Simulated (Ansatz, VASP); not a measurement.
# W (W wire along [110], 11 atoms a period) in two plane-wave programs, part 2 of 2

Wanted: the spread between two codes on one cell, functional and k mesh. The structure shown is the start of the Ansatz relaxation below; VASP solves that cell, so the two are compared at the walk's first step.

VASP 6.6.1 and Ansatz 0.2.0.

So far: The structure; Ansatz: relaxation, PBE; VASP: single point, PBE, start cell.

## 3. VASP: single point, PBE, start cell (continued)

Level of this step: PBE; plane waves and PAW (W) (VASP).

Numbers of over 12 decimals in the logs are rounded to 6 here.

From OUTCAR (step 3):

```text
ion  position               nearest neighbor table
   1  0.294  0.699  0.000-   7 2.75   2 2.75   7 2.75   5 3.17   3 3.17   5 3.17
   2  0.431  0.500  0.000-   8 2.75   3 2.75   5 2.75   1 2.75  11 2.75   8 2.75   5 2.75   7 3.17
                             4 3.17   6 3.17   7 3.17   6 3.17
   3  0.569  0.699  0.000-   7 2.75   2 2.75  10 2.75   4 2.75   7 2.75  10 2.75   8 3.17   1 3.17
                             8 3.17
   4  0.706  0.500  0.000-   8 2.75   3 2.75  11 2.75   8 2.75  10 3.17   2 3.17   9 3.17  10 3.17
                             9 3.17
   5  0.294  0.500  0.500-   2 2.75   7 2.75   6 2.75   2 2.75   1 3.17   8 3.17   1 3.17
   6  0.431  0.301  0.500-  11 2.75   8 2.75   5 2.75  11 2.75   9 3.17   2 3.17   2 3.17
   7  0.431  0.699  0.500-   3 2.75   8 2.75   1 2.75   5 2.75   3 2.75   1 2.75   2 3.17  10 3.17
                             2 3.17
   8  0.569  0.500  0.500-   2 2.75   7 2.75   4 2.75  10 2.75   6 2.75   9 2.75   2 2.75   4 2.75
                             3 3.17   5 3.17  11 3.17   3 3.17  11 3.17
   9  0.706  0.301  0.500-  11 2.75   8 2.75  11 2.75   6 3.17   4 3.17   4 3.17
  10  0.706  0.699  0.500-   3 2.75   8 2.75   3 2.75   4 3.17   7 3.17   4 3.17
  11  0.569  0.301  0.000-   6 2.75   9 2.75   2 2.75   4 2.75   6 2.75   9 2.75   8 3.17   8 3.17

  LATTYP: Found a simple orthorhombic cell.
 ALAT       =     4.4830570000
 B/A-ratio  =     2.5168094004
 C/A-ratio  =     2.5774822850

 Subroutine GETGRP returns: Found  2 space group operations
 (whereof  2 operations were pure point group operations)

The static configuration has the point symmetry C_1h.

 Found     10 irreducible k-points:

   k-points           NKPTS =     10   k-points in BZ     NKDIM =     10   number of bands    NBANDS=     44

   dimension x,y,z NGX =    90 NGY =   84 NGZ =   36
   dimension x,y,z NGXF=   180 NGYF=  168 NGZF=   72

   ENCUT  =  520.0 eV  38.22 Ry    6.18 a.u.  21.48 20.98  8.34*2*pi/ulx,y,z

   NELECT =      66.0000    total number of electrons

 k-points in reciprocal lattice and weights: Automatic mesh
   0.00000000  0.00000000  0.00000000       0.056
   0.00000000  0.00000000  0.05555556       0.111
   0.00000000  0.00000000  0.11111111       0.111
   0.00000000  0.00000000  0.16666667       0.111
   0.00000000  0.00000000  0.22222222       0.111
   0.00000000  0.00000000  0.27777778       0.111
   0.00000000  0.00000000  0.33333333       0.111
   0.00000000  0.00000000  0.38888889       0.111
   0.00000000  0.00000000  0.44444444       0.111
   0.00000000  0.00000000  0.50000000       0.056

 average (electrostatic) potential at core
       1 -46.0299       2 -46.3030       3 -46.0447       4 -46.2894       5 -46.2001
       6 -46.2319       7 -46.1584       8 -46.2268       9 -46.1905      10 -46.0414
      11 -45.9948

 E-fermi :  -0.3638

 k-point     1 :       0.0000    0.0000    0.0000
  band No.  band energies     occupation
    ...
     30      -0.8945      1.99995
     31      -0.6487      1.99331
     32      -0.6004      1.98254
     33      -0.4671      1.77506
     34      -0.3925      1.27959
     35      -0.3072      0.48726
     36      -0.1367      0.02109
     37       0.0778      0.00029
     38       0.2793      0.00001
     39       0.4135      0.00000
    ...

 k-point     2 :       0.0000    0.0000    0.0556
  band No.  band energies     occupation
    ...
     29      -1.0135      2.00000
     30      -0.9002      1.99996
     31      -0.6612      1.99479
     32      -0.5891      1.97816
     33      -0.4987      1.87377
     34      -0.3029      0.45641
     35      -0.2807      0.31898
     36      -0.1623      0.03492
     37       0.0972      0.00020
     38       0.2906      0.00000
    ...

 k-point     3 :       0.0000    0.0000    0.1111
  band No.  band energies     occupation
    ...
     29      -0.9710      1.99999
     30      -0.8880      1.99994
     31      -0.6640      1.99507
     32      -0.5349      1.93675
     33      -0.5249      1.92327
     34      -0.3015      0.44684
     35      -0.1903      0.06038
     36      -0.1054      0.01132
     37       0.1365      0.00009
     38       0.3116      0.00000
    ...

  Total      -30.9939731    -31.6124455    -40.2822435      0.8948925      0.0000000      0.0000000
  in kB      -84.9608864    -86.6562472   -110.4219555      2.4530852      0.0000000      0.0000000
  external PRESSURE =     -94.0130297 kB  Pullay stress =       0.0000000 kB

  energy-cutoff  :      520.00
  volume of cell :      584.48
      direct lattice vectors                 reciprocal lattice vectors
    11.555000000  0.000000000  0.000000000     0.086542622  0.000000000  0.000000000
     0.000000000 11.283000000  0.000000000     0.000000000  0.088628911  0.000000000
     0.000000000  0.000000000  4.483057000     0.000000000  0.000000000  0.223062076

 POSITION                                       TOTAL-FORCE (eV/Angst)
 -----------------------------------------------------------------------------------
      3.40000      7.88306      0.00000         2.959325     -2.431786      0.000000
      4.98500      5.64153      0.00000        -1.606967      0.697917      0.000000
      6.57000      7.88306      0.00000         1.088002     -1.444651      0.000000
      8.15500      5.64153      0.00000        -2.144835     -0.007444      0.000000
      3.40000      5.64153      2.24153         3.092542      1.209841      0.000000
      4.98500      3.40000      2.24153         1.482378      2.783555      0.000000
      4.98500      7.88306      2.24153        -1.246755     -1.622640      0.000000
      6.57000      5.64153      2.24153         1.723651     -0.387540      0.000000
      8.15500      3.40000      2.24153        -3.171186      2.211018      0.000000
      8.15500      7.88306      2.24153        -3.131580     -2.189426      0.000000
      6.57000      3.40000      0.00000         0.955424      1.181156      0.000000
 -----------------------------------------------------------------------------------
    total drift:                               -0.000011      0.000157      0.000102

  FREE ENERGIE OF THE ION-ELECTRON SYSTEM (eV)
  ---------------------------------------------------
  free  energy   TOTEN  =      -116.7095601616 eV

  energy  without entropy=     -116.5723912922  energy(sigma->0) =     -116.64097573

 total charge
# of ion       s       p       d       tot
------------------------------------------
    1        0.643   0.239   3.947   4.829
    2        0.660   0.622   4.029   5.311
    3        0.673   0.511   3.986   5.170
    4        0.624   0.398   3.914   4.936
    5        0.654   0.326   3.959   4.939
    6        0.634   0.330   3.954   4.918
    7        0.662   0.513   3.978   5.153
    8        0.672   0.673   4.086   5.430
    9        0.646   0.233   3.932   4.811
   10        0.637   0.249   3.936   4.822
   11        0.685   0.476   4.023   5.184
--------------------------------------------------
tot          7.189   4.568  43.745  55.502

[... 3 further parts left out ...]
```

## 4. Comparison

Known differences besides the potentials themselves: the data sets hold 154 valence electrons in Ansatz (on its default PAW (the set named soft_2) files) and 66 in VASP; the cutoff is 420 eV in Ansatz and 520 eV in VASP. Total energies have different zeros and are not compared.

Forces on 7 of the 11 atoms, those with the largest forces and the largest differences (eV/Å; atoms numbered as in POSCAR):

```csv
atom,"Ansatz x, y, z","VASP x, y, z"
W1,"2.771, -2.322, 0.000","2.959, -2.432, 0.000"
W4,"-1.898, -0.016, 0.000","-2.145, -0.007, 0.000"
W5,"2.833, 1.188, 0.000","3.093, 1.210, 0.000"
W6,"1.363, 2.585, 0.000","1.482, 2.784, 0.000"
W7,"-1.249, -1.432, 0.000","-1.247, -1.623, 0.000"
W9,"-2.995, 2.099, 0.000","-3.171, 2.211, 0.000"
W10,"-2.939, -2.077, 0.000","-3.132, -2.189, 0.000"
```

The forces differ by 117 meV/Å r.m.s., which is 7.2 % of the r.m.s. force of 1.612 eV/Å (both taken over all components).

## 5. What the set-up changes

Further runs change the set-up of one program: Ansatz's method, potentials or start, or VASP's data sets, cutoff or form of LDA. The table gives that difference for each run.

| run | r.m.s. force difference (meV/Å) |
| --- | --- |
| as above | 117 |
| VASP with the data sets W_sv and a cutoff of 400 eV | 13 |

## 6. Summary of results

```json
{
  "r.m.s. force difference (single point, PBE, start cell)": "7.2 % of the r.m.s. force"
}
```

In words: The r.m.s. force difference is 7.2 % of the r.m.s. force (single point, PBE, start cell), beyond the 3 % picked in this series as the mark of a large difference. The data sets hold unlike numbers of valence electrons (154 in Ansatz and 66 in VASP), so part of the differences comes from the potentials. Single point, PBE, start cell, VASP with the data sets W_sv and a cutoff of 400 eV: r.m.s. force difference goes from 117 to 13 meV/Å. How closely two codes agree says nothing of how well the functional describes the real material.

[Lines on the potential files, build, host, timing and source positions are cut from VASP's logs without a mark.]

[Logs are printed without paths, hosts, clocks, repeated set-up lines and the standing remarks that a program may print on its own settings, such as how far it seeks lower states.]

[Hosts, paths, dates, database ids (printed as entryN), source tags and the programs' standing remarks are cut or masked in the printed files.]
